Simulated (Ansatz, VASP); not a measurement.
**InP: VASP beside Ansatz**

One calculation is typed for both programs; each brings its own data sets. How far apart do they land? The cell is taken from a series of runs on this material, whose earlier steps may have relaxed, scaled, displaced or heated it; both programs get it as it stands.

Program: Ansatz 0.2.0. Level of theory: plane waves, with VASP 6.6.1 beside it; zone-centre phonons at r2SCAN. Results are calculated unless marked as measured.

In doubt: the program warns that the response may not be converged on this k-mesh, which bears on the force constants and all frequencies.

**1. The starting structure**

It takes space group F-43m (No. 216, cubic). Conventional cell: a = 5.868 Å, b = 5.868 Å, c = 5.868 Å, α = 90.00°, β = 90.00°, γ = 90.00°. Nearest to P lie 4 In at 2.54 Å. Nearest to In lie 4 P at 2.54 Å. Farther neighbours are not listed.

Structure file:

```cif
data_structure
_symmetry_space_group_name_H-M 'F-43m'
_symmetry_Int_Tables_number 216
_cell_length_a 5.8677
_cell_length_b 5.8677
_cell_length_c 5.8677
_cell_angle_alpha 90.000
_cell_angle_beta 90.000
_cell_angle_gamma 90.000
_cell_volume 202.02
loop_
_atom_site_label
_atom_site_type_symbol
_atom_site_symmetry_multiplicity
_atom_site_Wyckoff_symbol
_atom_site_fract_x
_atom_site_fract_y
_atom_site_fract_z
_atom_site_occupancy
P1 P 4 c 0.25000 0.25000 0.25000 1
In1 In 4 a 0.00000 0.00000 0.00000 1
```

**2. Ansatz: zone-centre phonons, r2SCAN**

Ansatz runs on its PAW soft_1 files.

Second derivatives magnify differences that forces hide, and they need a tight electronic threshold.

The input, input.yaml:

```yaml
crystal:
  lattice:
    - [0.0, 2.9338463969, 2.9338463969]
    - [2.9338463969, 0.0, 2.9338463969]
    - [2.9338463969, 2.9338463969, 0.0]
  atoms:
    - { symbol: P, position: [0.75, 0.75, 0.75] }
    - { symbol: In, position: [0.0, 0.0, 0.0] }
kpoints:
  mp_grid: { grid: [12, 12, 12] }
hamiltonian:
  xc: r2scan
  pseudopotentials: { kind: paw, azcp: { folder: soft_1 } }
scf:
  occupations: { method: fixed }
output:
  eigenvalues: true
phonons:
  method: dfpt
  dielectric: true
  rigid_motions: translations
```

The run is started by

```bash
ansatz run input.yaml --threads 4 --pin off --max-ram 10240MiB --backend cpu --events-out ev --progress --plain --runs-dir out
```

Numbers of over 12 decimals in the logs are rounded to 6 here.

The log of the run:

```text
Engine: ansatz 0.2.0, x86_64-unknown-linux-gnu
Pseudopotentials: kind: paw
Pseudopotential: P, paw, valence charge 5, recommended cutoff 500 eV (meta_gga), soft_1/P.paw.azcp
Pseudopotential: In, paw, valence charge 13, recommended cutoff 500 eV (meta_gga), soft_1/In.paw.azcp
Functional definition: r2SCAN
  parameter k0 = 0.174
  parameter k1 = 0.065
  parameter a1 = 4.9479
  exchange = r2scan_x(k0 = k0, k1 = k1, a1 = a1)
  correlation = r2scan_c
Crystal: 2 atoms, lattice volume = 50.506 Å³
Basis set: ecut = 500 eV, 1243 PW (Γ), exchange–correlation on 160×160×160 points (125 copies of the dense FFT grid, shifted against one another)
Bands: 13, of which v1, the nominal top of the filled ones, is band 9 counted from 1 (8 counted from 0)
Symmetry: 24 space group operations
k-points: 280 of 1728 (irreducible under 4 space group operations, time reversal used)
Non-local potential: P, projectors of the file, l = 0: 2, l = 1: 2, l = 2: 1
Non-local potential: In, projectors of the file, l = 0: 2, l = 1: 2, l = 2: 2, l = 3: 1
PAW form: soft (Blöchl's): semilocal exchange-correlation on the pseudo side does not see the compensation charge
PAW frozen core: P, regenerated for the run's functional (the file was generated under x = pbe(κ = 0.804, μ = 0.219515), c = pbe(β = 0.066725))
PAW frozen core: In, regenerated for the run's functional (the file was generated under x = pbe(κ = 0.804, μ = 0.219515), c = pbe(β = 0.066725))
PAW one-centre angular grid: P, 302 points (default); XC on 160 Gauss nodes
PAW one-centre angular grid: In, 590 points (default); XC on 160 Gauss nodes
Initial density: superposition of atomic densities (chi_scale 0.1, normalization cell, long waves kept (reshape's long-wave potential 0.00 eV rms))
Initial wavefunctions: pseudopotential atomic-orbital guess
Functional: x = r2scan, c = r2scan; τ floored in thin density (d = 2e-4 eV/Å³)
SCF iter   1: F=—  HF=-6371.882961 eV  |F-HF|=—  |Δ(HF+E_count)|=         —  Δρ=3.57e-2  dr2=8.06e-1  dr2_τ=2.39e-2  ethr=3.10e-3  ⟨swp⟩=5.0  Hψ=19748  notcnv=0  defer=514
preconditioner: auto → none  [insulator: Δε(μ)=1.252 eV  Ē_g=15.314 eV  n_scr=14 (ndim 8)  ℏωp=22.2 eV  f_vac=0.000  ε∞_Penn≈3.1]
SCF iter   2: F=—  HF=-6371.780862 eV  |F-HF|=—  |Δ(HF+E_count)|=   1.02e-1  Δρ=1.66e-2  dr2=8.52e-2  dr2_τ=1.92e-3  ethr=3.10e-3  ⟨swp⟩=2.5  Hψ=7382  notcnv=0  defer=527
SCF iter   3: F=—  HF=-6371.796182 eV  |F-HF|=—  |Δ(HF+E_count)|=   1.53e-2  Δρ=5.90e-3  dr2=1.31e-2  dr2_τ=5.23e-4  ethr=4.73e-4  ⟨swp⟩=2.7  Hψ=5476  notcnv=0  defer=542
SCF iter   4: F=—  HF=-6371.797525 eV  |F-HF|=—  |Δ(HF+E_count)|=   1.34e-3  Δρ=8.84e-4  dr2=3.21e-4  dr2_τ=1.09e-5  ethr=7.28e-5  ⟨swp⟩=3.6  Hψ=6902  notcnv=0  defer=550
SCF iter   5: F=—  HF=-6371.797436 eV  |F-HF|=—  |Δ(HF+E_count)|=   8.87e-5  Δρ=1.72e-4  dr2=5.75e-6  dr2_τ=3.83e-7  ethr=1.78e-6  ⟨swp⟩=2.0  Hψ=6730  notcnv=0  defer=550
SCF iter   6: F=—  HF=-6371.797438 eV  |F-HF|=—  |Δ(HF+E_count)|=   2.33e-6  Δρ=2.36e-5  dr2=3.56e-7  dr2_τ=5.13e-9  ethr=3.20e-8  ⟨swp⟩=3.0  Hψ=6942  notcnv=0  defer=145
SCF iter   7: F=—  HF=-6371.797438 eV  |F-HF|=—  |Δ(HF+E_count)|=   5.42e-7  Δρ=3.62e-6  dr2=6.68e-9  dr2_τ=9.19e-11  ethr=1.98e-9  ⟨swp⟩=2.0  Hψ=4688  notcnv=0
SCF iter   8: F=-6371.797438 eV  HF=-6371.797438 eV  |F-HF|=1.64e-11  |Δ(HF+E_count)|=   4.75e-9  Δρ=2.69e-7  dr2=3.35e-11  dr2_τ=2.18e-12  ethr=1.00e-12  ⟨swp⟩=8.7  Hψ=29109  notcnv=0
SCF 1 converged in 8 iterations: F = -6371.797438 eV  dr2 = 3.35e-11
  greatest PAW one-centre occupation: 0.981 electrons in one spin orbital (limit 2), on the In atom at site 1 (counted from 0), in its partial waves of l = 2
NSCF: frozen V_eff on 1 k-points
DFPT response loops at Γ: preconditioner auto → none (the input reference at scf.mixing.eps_inf says where Resta's filter doesn't serve); β = 0.50; Broyden in place of MSR1
── the response to a field inside a basis, on 14×14×14 k-points: an SCF that follows is theirs, and a resumed run solves both again ──
Bands: 10, of which v1, the nominal top of the filled ones, is band 9 counted from 1 (8 counted from 0)
k-points: 280
Initial density: handed on by an earlier stage of this run
Initial wavefunctions: pseudopotential atomic-orbital guess (no wavefunctions were taken with the density)
Eigensolver: Dense (280 Hₖ)
SCF iter   1: F=—  HF=-6371.793951 eV  |F-HF|=—  |Δ(HF+E_count)|=         —  Δρ=6.72e-5  dr2=5.54e-7  dr2_τ=1.28e-6  ethr=1.00e-1
preconditioner: auto → none  [insulator: Δε(μ)=1.222 eV  Ē_g=13.260 eV  n_scr=14 (ndim 8)  ℏωp=22.2 eV  f_vac=0.013  ε∞_Penn≈3.8]
SCF iter   2: F=—  HF=-6371.793954 eV  |F-HF|=—  |Δ(HF+E_count)|=   3.03e-6  Δρ=3.39e-5  dr2=1.22e-7  dr2_τ=6.40e-8  ethr=3.08e-9
SCF iter   3: F=-6371.793955 eV  HF=-6371.793955 eV  |F-HF|=8.89e-9  |Δ(HF+E_count)|=   7.32e-7  Δρ=5.05e-6  dr2=1.83e-8  dr2_τ=6.53e-10  ethr=6.80e-10
SCF 1 converged in 3 iterations: F = -6371.793955 eV  dr2 = 1.83e-8
DFPT response loops at Γ: mixed as the last ones told, above
WARN: field response: ε∞ stands inside a basis, on 14×14×14 points; the force constants stand on the 12×12×12 k-mesh, whose period is 11.75 times the interband length at k = (0.0000, 0.0000, 0.0000), direct gap 1.141 eV, under 14: take them and everything formed from them as unconverged, and compare with a denser kpoints.mp_grid
SCF converged after 8 iterations
Free energy (F): -6371.797438 eV
Harris-Foulkes:  -6371.797438 eV  (|F-HF|=1.64e-11)
Internal energy: -6371.797438 eV  (E = F + TS)
E sigma→0 (E₀):  -6371.797438 eV
Fermi energy:    6.808314 eV
--- Per-component energies (eV) ---
  E_band       = -61.570102
  E_kinetic    = 287.507055
  E_local      = -1334.319266  (includes V_loc(G=0)·N_el)
  E_nonlocal   = 359.235346
  E_hartree    = 536.444618
  E_xc         = -199.463576
  E_vxc        = -159.617111  (∫ρ·V_xc dr)
  E_paw        = -4802.760318  (= ΣΔE_a)
  E_vpaw       = -296.634040  (= ΣTr[D̂ρ^β])
  E_aug_tail   = -0.000079  (compensation charges beyond the density's cutoff)
  E_vtau       = 9.368753  (kinetic-family band-sum trace: ∫τ·v_τ [+ j·A + Jᵃ·Aᵃ] dr)
  E_ewald      = -1219.315925
  E_core_change = 0.874707  (= ΣΔE_core)
  E_smearing   = -0.000000  (= −TS)
  E_closure    = 0.000000  (closes the sum)
  Σ components = -6371.797438   (vs F -6371.797438, Δ=0.00e0)
--- Band table (eV; the first three rows and the last of 280) ---
  k-point 0: bands = [... 5 lower, -5.1672, 6.8083, 6.8083, 6.8083, 7.9493, 11.2343, 11.2343, 11.2343]
  k-point 1: bands = [... 5 lower, -5.0832, 5.9558, 6.7181, 6.7181, 8.5427, 11.2719, 11.3724, 11.3724]
  k-point 2: bands = [... 5 lower, -4.8390, 4.6420, 6.4962, 6.4962, 8.9831, 11.6717, 11.6880, 11.6880]
  k-point 279: bands = [... 5 lower, -2.6223, 1.1097, 3.7624, 3.8215, 11.3823, 11.5790, 12.8334, 13.3852]
--- Phonons (Γ-DFPT): 2 representative perturbations + reference, on 280 of 1728 k-points (Σ response iterations 12) ---
  k mesh reduced under 4 symmetry operations, with k and −k counted as one. Each operation leaves every solved perturbation unchanged. A smaller set is not considered because the functional reads the kinetic-energy density
  ASR residual: 4.667e-4 → 0.000e0 eV/Å²; symmetrization residual: 4.269e-6 eV/Å²
  ASR residual per site (eV/Å²): 4.67e-4 9.97e-6
  Γ frequencies (cm⁻¹): 0.00 0.00 0.00 303.91 303.91 303.91
  ε∞ (high-frequency dielectric tensor):
        9.536697     0.000000     0.000000
        0.000000     9.536697     0.000000
        0.000000     0.000000     9.536697
  ε⁰ (static dielectric tensor: ions relaxed, cell fixed):
       12.349262     0.000000    -0.000000
        0.000000    12.349262    -0.000000
       -0.000000    -0.000000    12.349262
  ε⁰ − ε∞ (ionic part):
        2.812565    -0.000000    -0.000000
       -0.000000     2.812565    -0.000000
       -0.000000    -0.000000     2.812565
  softest optical mode at Γ: 303.91 cm⁻¹; the repairs (sum rule, projections) moved no ω² at Γ by more than (2.08 cm⁻¹)²
  Born effective charges Z* (e; rows j = field, columns β = displacement):
    site 0:
        -2.55029    0.00000    0.00000
         0.00000   -2.55029   -0.00000
         0.00000   -0.00000   -2.55029
    site 1:
         2.55029   -0.00000   -0.00000
        -0.00000    2.55029    0.00000
        -0.00000    0.00000    2.55029
  Z* charge neutrality: 9.940e-5 e pre-enforcement
  solved inside a basis spanned on kpoints, on 14×14×14 k-points transformed towards the longest dipole: ε∞ is read to err by 2.8e-2, Z* by 1.4e-2 e (field_mesh: kpoints solves on kpoints); Z* is corrected for what the basis lacks
  optical modes at Γ without the LO–TO term, one row a degenerate level:
      ω (cm⁻¹)  modes    IR ((D/Å)²/amu)
        303.91      3            18.4540
  optical modes at Γ + LO–TO along q̂ = [1.0000, 0.0000, 0.0000]:
      ω (cm⁻¹)  modes    IR ((D/Å)²/amu)
        303.91      2            12.3027
        345.83      1             6.1513
  optical modes at Γ + LO–TO along q̂ = [0.0000, 1.0000, 0.0000]:
      ω (cm⁻¹)  modes    IR ((D/Å)²/amu)
        303.91      2            12.3027
        345.83      1             6.1513
  optical modes at Γ + LO–TO along q̂ = [0.0000, 0.0000, 1.0000]:
      ω (cm⁻¹)  modes    IR ((D/Å)²/amu)
        303.91      2            12.3027
        345.83      1             6.1513
```

(Part 1 of 2 ends here.)

[Lines on the potential files, build, host, timing and source positions are cut from VASP's logs without a mark.]

[Logs are printed without paths, hosts, clocks, repeated set-up lines and the standing remarks that a program may print on its own settings, such as how far it seeks lower states.]

[Hosts, paths, dates, database ids (printed as entryN), source tags and the programs' standing remarks are cut or masked in the printed files.]
